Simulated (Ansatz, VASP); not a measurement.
# Ga14Ge17O55 (amorphous 29Ga2O3-71GeO2 (mol %)) in two plane-wave programs, part 2 of 4

Aim: how closely do two programs agree when they are given the same cell, functional and k mesh? Of the first pair: The structure shown is the start of the Ansatz relaxation below; VASP solves that cell, so the two are compared at the walk's first step.

VASP 6.6.1 and Ansatz 0.2.0.

So far: The structure; Ansatz: relaxation, PBE.

### Step 3. VASP: single point, PBE, start cell, pair 1

Level of this step: PBE; plane waves and PAW (Ga_d, Ge_d, O) (VASP).

The same cell, functional, mesh and smearing now go to VASP, with its own data sets.

Lines of VASP's logs that name or quote its potential files are left out, and so is its time.

INCAR reads:

```
SYSTEM = Ga14Ge17O55
PREC = Accurate
ENCUT = 520
EDIFF = 1E-06
NELM = 120
ISMEAR = -1
SIGMA = 0.05
LREAL = Auto
ALGO = Normal
GGA = PE
NBANDS = 440
LORBIT = 11
LWAVE = .FALSE.
LCHARG = .FALSE.
ISIF = 2
LASPH = .TRUE.
GGA_COMPAT = .FALSE.
EFERMI = MIDGAP
NCORE = 2
```

POSCAR reads:

```
Ga14Ge17O55
1.0
   10.3629800000     -0.4012500000     -0.0462500000
   -0.3972400000     10.8313700000      0.0785100000
   -0.0457900000      0.0785100000     10.5731600000
Ga Ge O
14 17 55
Direct
    0.9654959850      0.6617856200      0.9789880604
    0.6781991432      0.9653496899      0.1154978366
    0.7743053991      0.3513576256      0.9158781800
    0.4413726848      0.7241301280      0.6875486638
    0.8515960797      0.3988197664      0.1953696888
    0.1154532783      0.9043485396      0.9411792984
    0.2559979295      0.2840307133      0.7244608663
    0.1679747106      0.6769398285      0.7427601856
    0.3432516575      0.0812481633      0.9463865671
    0.8193063926      0.8996459178      0.8578383113
    0.6611274580      0.6300569359      0.9055865394
    0.6226353693      0.0692198694      0.8137361426
    0.3530820873      0.4983832099      0.5591802243
    0.0520154760      0.4286309938      0.8968325360
    0.6436226674      0.9540302962      0.5693346767
    0.5774287956      0.2210055528      0.1439356764
    0.4169525008      0.8155802267      0.9432045717
    0.6249790802      0.6693667324      0.4574463358
    0.3845807532      0.0161091615      0.6639757773
    0.9198426262      0.8455505723      0.2167335542
    0.3536274057      0.3580105642      0.2821056201
    0.0670273621      0.2813206750      0.3134175147
    0.0481983001      0.4625578585      0.5706821569
    0.1362590626      0.0255987921      0.6088900783
    0.5467109812      0.6979635394      0.1549667522
    0.0491344385      0.1583272153      0.8688643885
    0.2439983318      0.5759698824      0.1256072477
    0.9087474128      0.0419903858      0.4269710193
    0.0313018852      0.6108242642      0.3349416730
    0.5793000382      0.3664201909      0.7210734518
    0.7636093394      0.4115680401      0.4821363457
    0.9758594649      0.9919976664      0.8593790091
    0.4643184828      0.9702768591      0.8493201932
    0.6222244744      0.3572745490      0.5629185841
    0.2218687739      0.9266733053      0.7143473011
    0.7769677005      0.3339108157      0.3419525873
    0.2848392169      0.0772960911      0.5345710552
    0.7253666245      0.9576241452      0.7218433406
    0.9872590429      0.2973876729      0.1684087656
    0.9791551982      0.7665968321      0.3438045400
    0.7279319705      0.0138243806      0.9533272457
    0.4733839672      0.1812245116      0.0170115719
    0.6964265833      0.8146626079      0.5009430074
    0.1604752352      0.0854777704      0.9750264935
    0.6528477184      0.2461121970      0.8142004792
    0.7140431439      0.3252864442      0.0829445744
    0.5343025573      0.8502717861      0.0787235467
    0.7486314438      0.5711344009      0.4384199655
    0.6309309915      0.5913373007      0.0747415784
    0.1697829432      0.3091073085      0.8772102613
    0.4148984965      0.3975902471      0.7085842118
    0.1871743005      0.6410916601      0.2624215187
    0.0426224153      0.6158628878      0.5077498015
    0.3834073833      0.6746184903      0.0776937353
    0.5512400419      0.0875556203      0.6335211857
    0.3088024902      0.4315059658      0.1376414035
    0.0616586620      0.7581019456      0.8477629327
    0.9285597056      0.2675994271      0.8854435812
    0.0965859579      0.1594591193      0.7004762971
    0.2860190908      0.6455641108      0.6129336116
    0.9211758640      0.5626106239      0.2060626930
    0.7494996480      0.0565835729      0.4733042896
    0.8133546594      0.7326573726      0.9027572384
    0.6684895137      0.4761440387      0.8233239232
    0.6399646406      0.0908043089      0.2133580990
    0.0707265948      0.5209066230      0.7406276578
    0.9325215989      0.0034208974      0.2652055345
    0.5524482410      0.7419068528      0.8406856251
    0.5036032304      0.2981759509      0.2638739843
    0.0016439499      0.1843398158      0.4369747090
    0.2899026736      0.9077274673      0.0037115030
    0.0077375711      0.8157818983      0.0747563478
    0.7542763965      0.8275144371      0.1775360559
    0.2280549479      0.2408546492      0.3046901818
    0.5249577179      0.6095841579      0.5847372822
    0.1993981140      0.3832338348      0.5879637189
    0.5298176659      0.6935586019      0.3184244617
    0.8959101899      0.4905078103      0.9554500337
    0.0581607246      0.4299400118      0.3871818211
    0.3881882554      0.4690664517      0.3964876442
    0.3531699309      0.1515759377      0.7748614305
    0.4674999994      0.8767578185      0.5985994366
    0.8886509271      0.3939087366      0.5961012914
    0.3231972268      0.7243125398      0.8290125274
    0.1289544540      0.5664945314      0.0003961595
    0.9972978545      0.9539576900      0.5400211297
```

KPOINTS reads:

```
Automatic mesh
0
Gamma
1 1 1
0 0 0
```

The projector-augmented-wave data sets are Ga_d, Ge_d and O (PBE family, release 64).

Run with:

```sh
$ mpirun -np 8 vasp_gam
```

Numbers of over 12 decimals in the logs are rounded to 6 here.

Output:

```text
[banner, memory and clock lines left out]
running    8 mpi-ranks, on    1 nodes
[...]
LDA part: xc-table for (Slater+PW92), standard interpolation
 POSCAR, INCAR and KPOINTS ok, starting setup
[...]
entering main loop
       N       E                     dE             d eps       ncg     rms          rms(c)
DAV:   1     0.237859533904E+05    0.23786E+05   -0.24926E+05  1016   0.429E+03
DAV:   2     0.575278943287E+04   -0.18033E+05   -0.16835E+05   880   0.120E+03
DAV:   3     0.365916483069E+03   -0.53869E+04   -0.50726E+04  1088   0.413E+02
DAV:   4    -0.524552986553E+03   -0.89047E+03   -0.86775E+03  1056   0.183E+02
[...]
DAV:  19    -0.526553208627E+03   -0.76150E-07   -0.24399E-05  1128   0.160E-02    0.573E-03
DAV:  20    -0.526553207139E+03    0.14885E-05   -0.55435E-06   848   0.116E-02    0.213E-03
DAV:  21    -0.526553206887E+03    0.25189E-06   -0.17620E-06   600   0.934E-03
   1 F= -.52655321E+03 E0= -.52655321E+03  d E =-.448808E-08
```

Parts of OUTCAR (step 3):

```text
  Total       21.9419646      6.9707077      6.1930691      0.2528978     -0.2012647      0.4340705
  in kB       29.6661472      9.4245909      8.3732019      0.3419249     -0.2721155      0.5868754
  external PRESSURE =      15.8213133 kB  Pullay stress =       0.0000000 kB

 POSITION                                       TOTAL-FORCE (eV/Angst)
 -----------------------------------------------------------------------------------
      9.69770      6.85750     10.35830         0.024217     -0.033509      0.094689
      6.63940     10.19300      1.26560         0.019267      0.152035      0.043754
      7.84260      3.56690      9.67550        -0.083732     -0.016367      0.055269
      4.25480      7.72020      7.30600         0.115362      0.070987     -0.034713
      8.65770      3.99340      2.05760        -0.099213      0.114507     -0.027180
      0.79410      9.82290     10.01690        -0.063112     -0.075632     -0.023077
      2.50690      3.03060      7.67030         0.022269      0.005559     -0.035320
      1.43780      7.32310      7.89870        -0.212933     -0.009351     -0.076510
      3.48150      0.81660      9.99680         0.066369      0.064096     -0.016136
      8.09380      9.48300      9.10280        -0.060768     -0.186963     -0.032875
[...]
9.18650      8.80640      2.31540         0.313733      0.031506      0.155493
      3.50950      3.75800      2.99450         0.013716      0.218786      0.068576
      0.56850      3.04480      3.33280        -0.253497      0.032920      0.094369
[...]
-----------------------------------------------------------------------------------
    total drift:                                0.010259     -0.050782     -0.002328

  FREE ENERGIE OF THE ION-ELECTRON SYSTEM (eV)
  ---------------------------------------------------
  free  energy   TOTEN  =      -526.5532068870 eV

  energy  without entropy=     -526.5532068825  energy(sigma->0) =     -526.55320688

[... 3 further parts left out ...]
[key lines of the parts left out:]
E-fermi :   2.3458
```

The run ends at a pressure of 1.58 GPa, with forces up to 0.35 eV/Å.

### Step 4. Comparison

Known differences besides the potentials themselves: the cutoff is 420 eV in Ansatz and 520 eV in VASP (PREC = Accurate, projectors in real space). Total energies have different zeros and are not compared.

Forces on 9 of the 86 atoms, those with the largest forces and the largest differences (eV/Å; atoms numbered as in POSCAR):

| atom | Ansatz x, y, z | VASP x, y, z |
| --- | --- | --- |
| Ge15 | -0.015, -0.073, -0.036 | 0.043, -0.078, -0.063 |
| Ge20 | 0.303, 0.047, 0.127 | 0.314, 0.032, 0.155 |
| Ge22 | -0.263, 0.063, 0.084 | -0.253, 0.033, 0.094 |
| Ge25 | 0.147, 0.070, 0.173 | 0.166, 0.046, 0.231 |
| Ge28 | 0.192, -0.060, -0.193 | 0.164, -0.032, -0.186 |
| O62 | -0.302, 0.061, 0.059 | -0.270, 0.052, 0.052 |
| O73 | -0.310, -0.087, -0.053 | -0.285, -0.113, -0.044 |
| O74 | 0.193, -0.187, -0.007 | 0.175, -0.166, -0.011 |
| O85 | 0.005, 0.029, -0.061 | 0.055, 0.038, -0.017 |

The forces differ by 23 meV/Å r.m.s., which is 25.6 % of the r.m.s. force of 0.091 eV/Å (both taken over all components).

### Step 5. Ansatz: relaxation, PBE

This run makes the geometry at which the two programs are then compared.

The structure compared here is the end of the Ansatz relaxation.

input.yaml reads:

```yaml
crystal:
  lattice:
    - [10.36298, -0.40125, -0.04625]
    - [-0.39724, 10.83137, 0.07851]
    - [-0.04579, 0.07851, 10.57316]
  atoms:
    - { symbol: Ga, position: [0.9655, 0.66179, 0.97899] }
    - { symbol: Ga, position: [0.6782, 0.96535, 0.1155] }
    - { symbol: Ga, position: [0.77431, 0.35136, 0.91588] }
    - { symbol: Ga, position: [0.44137, 0.72413, 0.68755] }
    - { symbol: Ga, position: [0.8516, 0.39882, 0.19537] }
    - { symbol: Ga, position: [0.11545, 0.90435, 0.94118] }
    - { symbol: Ga, position: [0.256, 0.28403, 0.72446] }
    - { symbol: Ga, position: [0.16797, 0.67694, 0.74276] }
    - { symbol: Ga, position: [0.34325, 0.08125, 0.94639] }
    - { symbol: Ga, position: [0.81931, 0.89965, 0.85784] }
    - { symbol: Ga, position: [0.66113, 0.63006, 0.90559] }
    - { symbol: Ga, position: [0.62264, 0.06922, 0.81374] }
    - { symbol: Ga, position: [0.35308, 0.49838, 0.55918] }
    - { symbol: Ga, position: [0.05202, 0.42863, 0.89683] }
    - { symbol: Ge, position: [0.64362, 0.95403, 0.56933] }
    - { symbol: Ge, position: [0.57743, 0.22101, 0.14394] }
    - { symbol: Ge, position: [0.41695, 0.81558, 0.9432] }
    - { symbol: Ge, position: [0.62498, 0.66937, 0.45745] }
    - { symbol: Ge, position: [0.38458, 0.01611, 0.66398] }
    - { symbol: Ge, position: [0.91984, 0.84555, 0.21673] }
    - { symbol: Ge, position: [0.35363, 0.35801, 0.28211] }
    - { symbol: Ge, position: [0.06703, 0.28132, 0.31342] }
    - { symbol: Ge, position: [0.0482, 0.46256, 0.57068] }
    - { symbol: Ge, position: [0.13626, 0.0256, 0.60889] }
    - { symbol: Ge, position: [0.54671, 0.69796, 0.15497] }
    - { symbol: Ge, position: [0.04913, 0.15833, 0.86886] }
    - { symbol: Ge, position: [0.244, 0.57597, 0.12561] }
    - { symbol: Ge, position: [0.90875, 0.04199, 0.42697] }
    - { symbol: Ge, position: [0.0313, 0.61082, 0.33494] }
    - { symbol: Ge, position: [0.5793, 0.36642, 0.72107] }
    - { symbol: Ge, position: [0.76361, 0.41157, 0.48214] }
    - { symbol: O, position: [0.97586, 0.992, 0.85938] }
    - { symbol: O, position: [0.46432, 0.97028, 0.84932] }
    - { symbol: O, position: [0.62222, 0.35727, 0.56292] }
    - { symbol: O, position: [0.22187, 0.92667, 0.71435] }
    - { symbol: O, position: [0.77697, 0.33391, 0.34195] }
    - { symbol: O, position: [0.28484, 0.0773, 0.53457] }
    - { symbol: O, position: [0.72537, 0.95762, 0.72184] }
    - { symbol: O, position: [0.98726, 0.29739, 0.16841] }
    - { symbol: O, position: [0.97916, 0.7666, 0.3438] }
    - { symbol: O, position: [0.72793, 0.01382, 0.95333] }
    - { symbol: O, position: [0.47338, 0.18122, 0.01701] }
    - { symbol: O, position: [0.69643, 0.81466, 0.50094] }
    - { symbol: O, position: [0.16048, 0.08548, 0.97503] }
    - { symbol: O, position: [0.65285, 0.24611, 0.8142] }
    - { symbol: O, position: [0.71404, 0.32529, 0.08294] }
    - { symbol: O, position: [0.5343, 0.85027, 0.07872] }
    - { symbol: O, position: [0.74863, 0.57113, 0.43842] }
    - { symbol: O, position: [0.63093, 0.59134, 0.07474] }
    - { symbol: O, position: [0.16978, 0.30911, 0.87721] }
    - { symbol: O, position: [0.4149, 0.39759, 0.70858] }
    - { symbol: O, position: [0.18717, 0.64109, 0.26242] }
    - { symbol: O, position: [0.04262, 0.61586, 0.50775] }
    - { symbol: O, position: [0.38341, 0.67462, 0.07769] }
    - { symbol: O, position: [0.55124, 0.08756, 0.63352] }
    - { symbol: O, position: [0.3088, 0.43151, 0.13764] }
    - { symbol: O, position: [0.06166, 0.7581, 0.84776] }
    - { symbol: O, position: [0.92856, 0.2676, 0.88544] }
    - { symbol: O, position: [0.09659, 0.15946, 0.70048] }
    - { symbol: O, position: [0.28602, 0.64556, 0.61293] }
    - { symbol: O, position: [0.92118, 0.56261, 0.20606] }
    - { symbol: O, position: [0.7495, 0.05658, 0.4733] }
    - { symbol: O, position: [0.81335, 0.73266, 0.90276] }
    - { symbol: O, position: [0.66849, 0.47614, 0.82332] }
    - { symbol: O, position: [0.63996, 0.0908, 0.21336] }
    - { symbol: O, position: [0.07073, 0.52091, 0.74063] }
    - { symbol: O, position: [0.93252, 0.00342, 0.26521] }
    - { symbol: O, position: [0.55245, 0.74191, 0.84069] }
    - { symbol: O, position: [0.5036, 0.29818, 0.26387] }
    - { symbol: O, position: [0.00164, 0.18434, 0.43697] }
    - { symbol: O, position: [0.2899, 0.90773, 0.00371] }
    - { symbol: O, position: [0.00774, 0.81578, 0.07476] }
    - { symbol: O, position: [0.75428, 0.82751, 0.17754] }
    - { symbol: O, position: [0.22805, 0.24085, 0.30469] }
    - { symbol: O, position: [0.52496, 0.60958, 0.58474] }
    - { symbol: O, position: [0.1994, 0.38323, 0.58796] }
    - { symbol: O, position: [0.52982, 0.69356, 0.31842] }
    - { symbol: O, position: [0.89591, 0.49051, 0.95545] }
    - { symbol: O, position: [0.05816, 0.42994, 0.38718] }
    - { symbol: O, position: [0.38819, 0.46907, 0.39649] }
    - { symbol: O, position: [0.35317, 0.15158, 0.77486] }
    - { symbol: O, position: [0.4675, 0.87676, 0.5986] }
    - { symbol: O, position: [0.88865, 0.39391, 0.5961] }
    - { symbol: O, position: [0.3232, 0.72431, 0.82901] }
    - { symbol: O, position: [0.12895, 0.56649, 0.0004] }
    - { symbol: O, position: [0.9973, 0.95396, 0.54002] }
kpoints:
  mp_grid: { grid: [1, 1, 1] }
hamiltonian:
  xc: pbe
scf:
  occupations: { method: fermi_dirac, width: 0.05 }
output:
  forces: true
  eigenvalues: true
  stress: true
relax:
  f_tol: 0.05
  max_steps: 70
```

Run with:

```sh
$ ansatz run input.yaml --threads 4 --pin off --max-ram 8192MiB --backend cpu --events-out ev --progress --plain --runs-dir out
```

Output:

```text
[...]
Crystal: 86 atoms, lattice volume = 1185.018 Å³
Basis set: ecut = 420 eV, 23157 PW (Γ), exchange–correlation on 144×150×144 points (8 copies of the dense FFT grid, shifted against one another)
Bands: 461, of which v1, the nominal top of the filled ones, is band 375 counted from 1 (374 counted from 0)
Symmetry: 1 space group operations
[...]
k-points: 1
[...]
- { symbol: O, position: [0.463758, 0.968634, 0.849522] }
    - { symbol: O, position: [0.621120, 0.355403, 0.557772] }
    - { symbol: O, position: [0.218656, 0.926002, 0.714754] }
    - { symbol: O, position: [0.779683, 0.339979, 0.333823] }
    - { symbol: O, position: [0.283817, 0.077070, 0.535360] }
    - { symbol: O, position: [0.726024, 0.955589, 0.721199] }
    - { symbol: O, position: [0.990044, 0.305649, 0.162162] }
[...]
- { symbol: O, position: [0.886725, 0.392155, 0.593816] }
    - { symbol: O, position: [0.322064, 0.724696, 0.829695] }
    - { symbol: O, position: [0.131006, 0.565689, 0.00283583] }
    - { symbol: O, position: [0.993976, 0.957078, 0.536426] }
```

(Continued in part 3 of 4.)

[Lines on the potential files, build, host, timing and source positions are cut from VASP's logs without a mark.]

[Logs are printed without paths, hosts, clocks, repeated set-up lines and the standing remarks that a program may print on its own settings, such as how far it seeks lower states.]

[Hosts, paths, dates, database ids (printed as entryN), source tags and the programs' standing remarks are cut or masked in the printed files.]
